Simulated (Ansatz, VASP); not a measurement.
**Al6Si: VASP beside Ansatz**

Aim: how closely do two programs agree when they are given the same cell, functional and k mesh? The cell is generated by rule, not measured, and may not be a known phase. The cell is taken from a series of runs on this material, whose earlier steps may have relaxed, scaled, displaced or heated it; both programs get it as it stands.

Main program and level: Ansatz 0.2.0; plane waves, with VASP 6.6.1 beside it; relaxation of cell and atoms at PBEsol.

## (1) Starting point

Symmetry: P4/m, No. 83, tetragonal system. Conventional cell: a = 5.720 Å, b = 5.720 Å, c = 4.763 Å, α = 90.00°, β = 90.00°, γ = 90.00°. Nearest to Si lie 8 Al at 3.02 Å. Al has 5 Al at 2.62 to 2.74 Å and 2 Si at 3.02 Å nearest. Nearest to Al lie 6 Al at 2.36 to 2.70 Å. Farther neighbours are not listed.

As a file:

```
Si Al
1.0
     5.71956    0.00000    0.00000
     0.00000    5.71956    0.00000
     0.00000    0.00000    4.76301
Si Al
1 6
Direct
  0.00000 0.00000 0.00000
  0.87182 0.29750 0.50000
  0.50000 0.50000 0.75236
  0.12818 0.70250 0.50000
  0.50000 0.50000 0.24764
  0.70250 0.87182 0.50000
  0.29750 0.12818 0.50000
```

## (2) VASP: relaxation of cell and atoms, PBEsol, pair 1

The relaxed volume is the usual yardstick between codes: in a stiff, nearly cubic crystal its relative difference is about their pressure difference at one cell divided by the bulk modulus.

Lines of VASP's logs that name or quote its potential files are left out, and so is its time.

INCAR reads:

```
SYSTEM = Al6Si
PREC = Accurate
ENCUT = 500
EDIFF = 1E-07
NELM = 120
ISMEAR = 1
SIGMA = 0.15
LREAL = .FALSE.
ALGO = Normal
GGA = PS
NBANDS = 18
LORBIT = 11
LWAVE = .FALSE.
LCHARG = .FALSE.
ISIF = 3
IBRION = 2
NSW = 80
EDIFFG = -0.005
LASPH = .TRUE.
GGA_COMPAT = .FALSE.
NELMIN = 4
KPAR = 2
```

POSCAR reads:

```
Al6Si
1.0
    5.7195600000      0.0000000000      0.0000000000
    0.0000000000      5.7195600000      0.0000000000
    0.0000000000      0.0000000000      4.7630070000
Si Al
1 6
Direct
    0.0000000000      0.0000000000      0.0000000000
    0.8718167132      0.2974998077      0.4999998950
    0.5000000000      0.5000000000      0.7523633705
    0.1281831120      0.7025001923      0.4999998950
    0.5000000000      0.5000000000      0.2476366295
    0.7025001923      0.8718167132      0.4999998950
    0.2974998077      0.1281831120      0.4999998950
```

KPOINTS reads:

```
Automatic mesh
0
Gamma
6 6 6
0 0 0
```

Potentials, in the order of the species: Si and Al (PBE family, release 64).

Launch:

```bash
> mpirun -np 2 vasp_std
```

Numbers of over 12 decimals in the logs are rounded to 6 here.

The log of the run:

```text
[banner, memory and clock lines left out]
running    2 mpi-ranks, on    1 nodes
 distrk:  each k-point on    1 cores,    2 groups
 distr:  one band on    1 cores,    1 groups

 POSCAR found type information on POSCAR SiAl
 POSCAR found :  2 types and       7 ions
|                                                                             |
|               ----> ADVICE to this user running VASP <----                  |
|                                                                             |
|     You enforced a specific xc type in the INCAR file but a different       |
|     [... a line on the potential file left out ...]
|     I HOPE YOU KNOW WHAT YOU ARE DOING!                                     |
|                                                                             |

 LDA part: xc-table for (Slater+PW92), standard interpolation
 POSCAR, INCAR and KPOINTS ok, starting setup
 FFT: planning ... GRIDC
 FFT: planning ... GRID_SOFT
 FFT: planning ... GRID
 WAVECAR not read
 entering main loop
       N       E                     dE             d eps       ncg     rms          rms(c)
DAV:   1     0.244314955187E+02    0.24431E+02   -0.74443E+03  1584   0.906E+02
DAV:   2    -0.243164839468E+02   -0.48748E+02   -0.47059E+02  2058   0.114E+02
DAV:   3    -0.263856758865E+02   -0.20692E+01   -0.20324E+01  2076   0.215E+01
DAV:   4    -0.264198023816E+02   -0.34126E-01   -0.34083E-01  2084   0.332E+00
DAV:   5    -0.264206511838E+02   -0.84880E-03   -0.84871E-03  2012   0.541E-01    0.409E+00
DAV:   6    -0.259431907568E+02    0.47746E+00   -0.90797E-01  1916   0.371E+00    0.236E+00
DAV:   7    -0.258510914746E+02    0.92099E-01   -0.31524E-01  1918   0.224E+00    0.741E-01
DAV:   8    -0.258426397469E+02    0.84517E-02   -0.19446E-02  1990   0.692E-01    0.291E-01
DAV:   9    -0.258410464264E+02    0.15933E-02   -0.24954E-03  1872   0.230E-01    0.127E-01
DAV:  10    -0.258410422526E+02    0.41738E-05   -0.25456E-04  1928   0.792E-02    0.596E-02
DAV:  11    -0.258410460106E+02   -0.37581E-05   -0.47469E-05  2008   0.330E-02    0.643E-03
DAV:  12    -0.258410457192E+02    0.29146E-06   -0.52460E-06  1934   0.115E-02    0.589E-03
DAV:  13    -0.258410458180E+02   -0.98874E-07   -0.10176E-06  1862   0.501E-03    0.382E-03
DAV:  14    -0.258410457501E+02    0.67950E-07   -0.79713E-08   964   0.141E-03
   1 F= -.25841046E+02 E0= -.25838111E+02  d E =-.258410E+02
 curvature:   0.00 expect dE= 0.000E+00 dE for cont linesearch  0.000E+00
 trial: gam= 0.00000 g(F)=  0.235E-05 g(S)=  0.738E-04 ort = 0.000E+00 (trialstep = 0.100E+01)
 search vector abs. value=  0.761E-04
 bond charge predicted
       N       E                     dE             d eps       ncg     rms          rms(c)
DAV:   1    -0.258410965811E+02   -0.50763E-04   -0.68282E-04  1712   0.122E-01    0.209E-02
DAV:   2    -0.258410861671E+02    0.10414E-04   -0.19072E-05  1904   0.207E-02    0.998E-03
DAV:   3    -0.258410808071E+02    0.53600E-05   -0.64863E-06  1728   0.102E-02    0.340E-03
DAV:   4    -0.258410800408E+02    0.76630E-06   -0.55761E-07  1914   0.343E-03    0.309E-03
DAV:   5    -0.258410797284E+02    0.31235E-06   -0.71426E-08   902   0.131E-03    0.451E-04
DAV:   6    -0.258410796995E+02    0.28969E-07   -0.17971E-08   864   0.750E-04
   2 F= -.25841080E+02 E0= -.25838152E+02  d E =-.339494E-04
 trial-energy change:   -0.000034  1 .order   -0.000036   -0.000076    0.000005
 step:   0.9348(harm=  0.9430)  dis= 0.00011  next Energy=   -25.841080 (dE=-0.341E-04)
 reached required accuracy - stopping structural energy minimisation
```

Parts of OUTCAR (step 2):

```text
ion  position               nearest neighbor table
   1  0.000  0.000  0.000-   4 3.02   7 3.02   6 3.02   2 3.02   4 3.02   7 3.02   6 3.02   2 3.02

  LATTYP: Found a simple tetragonal cell.
 ALAT       =     5.7195600000
 C/A-ratio  =     0.8327575897

 Subroutine GETGRP returns: Found  8 space group operations
 (whereof  8 operations were pure point group operations)

The static configuration has the point symmetry C_4h.

 Found     44 irreducible k-points:

   k-points           NKPTS =     44   k-points in BZ     NKDIM =     44   number of bands    NBANDS=     18

   dimension x,y,z NGX =    42 NGY =   42 NGZ =   36
   dimension x,y,z NGXF=    84 NGYF=   84 NGZF=   72

   ENCUT  =  500.0 eV  36.75 Ry    6.06 a.u.  10.43 10.43  8.68*2*pi/ulx,y,z

   NELECT =      22.0000    total number of electrons

 k-points in reciprocal lattice and weights: Automatic mesh
   0.00000000  0.00000000  0.00000000       0.005
   0.16666667  0.00000000  0.00000000       0.019
   0.33333333  0.00000000  0.00000000       0.019
   0.50000000  0.00000000  0.00000000       0.009
   0.16666667  0.16666667  0.00000000       0.019
   0.33333333  0.16666667  0.00000000       0.019
  -0.33333333  0.16666667  0.00000000       0.019
   0.50000000  0.16666667  0.00000000       0.019
   0.33333333  0.33333333  0.00000000       0.019
[...]
0.50000000  0.33333333  0.50000000       0.019
   0.50000000  0.50000000  0.50000000       0.005

 average (electrostatic) potential at core
       1 -84.8379       2 -75.4124       3 -75.2617       4 -75.4124       5 -75.2617
       6 -75.4124       7 -75.4124

 E-fermi :   4.7862

 k-point     1 :       0.0000    0.0000    0.0000
  band No.  band energies     occupation
    ...
      9       3.4378      2.00000
     10       3.4378      2.00000
     11       4.4661      2.01014
     12       4.6529      2.01866
     13       4.6966      1.83783
     14       6.1567     -0.00000
     15       6.1567     -0.00000
     16       6.7849     -0.00000
     17       6.7849     -0.00000
     18       7.7951      0.00000

 k-point     2 :       0.1667    0.0000    0.0000
  band No.  band energies     occupation
    ...
      7       1.7792      2.00000
      8       2.6162      2.00000
      9       2.6581      2.00000
     10       3.3310      2.00000
     11       4.2871      2.00003
     12       5.3061     -0.00001
     13       5.4106     -0.00000
     14       6.2600     -0.00000
     15       6.2997     -0.00000
     16       6.8646     -0.00000
    ...

 k-point     3 :       0.3333    0.0000    0.0000
  band No.  band energies     occupation
    ...
      7       2.0479      2.00000
      8       2.3313      2.00000
      9       2.8764      2.00000
     10       3.2416      2.00000
     11       3.5829      2.00000
     12       5.8814     -0.00000
     13       6.5349     -0.00000
     14       6.5358     -0.00000
     15       6.6398     -0.00000
     16       6.9678     -0.00000
    ...

  Total       -0.0064065     -0.0064065      0.0000521     -0.0000000      0.0000000      0.0000000
  in kB       -0.0657952     -0.0657952      0.0005355     -0.0000001      0.0000000      0.0000000
  external PRESSURE =      -0.0436850 kB  Pullay stress =       0.0000000 kB

  energy-cutoff  :      500.00
  volume of cell :      156.00
      direct lattice vectors                 reciprocal lattice vectors
     5.721623769  0.000000000  0.000000000     0.174775560  0.000000000  0.000000000
    -0.000000000  5.721623769  0.000000000    -0.000000000  0.174775560  0.000000000
     0.000000000 -0.000000000  4.765379605     0.000000000 -0.000000000  0.209846871

 POSITION                                       TOTAL-FORCE (eV/Angst)
 -----------------------------------------------------------------------------------
      0.00000      0.00000      0.00000        -0.000000      0.000000      0.000000
      4.98811      1.70230      2.38269        -0.001819      0.000043      0.000000
      2.86081      2.86081      3.58541        -0.000000      0.000000     -0.003238
      0.73351      4.01932      2.38269         0.001819     -0.000043      0.000000
      2.86081      2.86081      1.17997        -0.000000      0.000000      0.003238
      4.01932      4.98811      2.38269        -0.000043     -0.001819     -0.000000
      1.70230      0.73351      2.38269         0.000043      0.001819      0.000000
 -----------------------------------------------------------------------------------
    total drift:                               -0.000038     -0.000017      0.000027

  FREE ENERGIE OF THE ION-ELECTRON SYSTEM (eV)
  ---------------------------------------------------
  free  energy   TOTEN  =       -25.8410796995 eV

  energy  without entropy=      -25.8322967618  energy(sigma->0) =      -25.83815205

 reached required accuracy - stopping structural energy minimisation

 total charge
# of ion       s       p       d       tot
------------------------------------------
    1        0.886   0.607   0.000   1.493
    2        0.469   0.317   0.000   0.785
    3        0.474   0.379   0.000   0.853
    4        0.469   0.317   0.000   0.785
    5        0.474   0.379   0.000   0.853
    6        0.469   0.317   0.000   0.785
    7        0.469   0.317   0.000   0.785
--------------------------------------------------
tot          3.708   2.632   0.000   6.340

[... 3 further parts left out ...]
```

The run keeps the 8 symmetry operations of its start, so it cannot find a distortion of lower symmetry.

(Continued in part 2 of 3.)

[Lines on the potential files, build, host, timing and source positions are cut from VASP's logs without a mark.]

[Logs are printed without paths, hosts, clocks, repeated set-up lines and the standing remarks that a program may print on its own settings, such as how far it seeks lower states.]

[Hosts, paths, dates, database ids (printed as entryN), source tags and the programs' standing remarks are cut or masked in the printed files.]
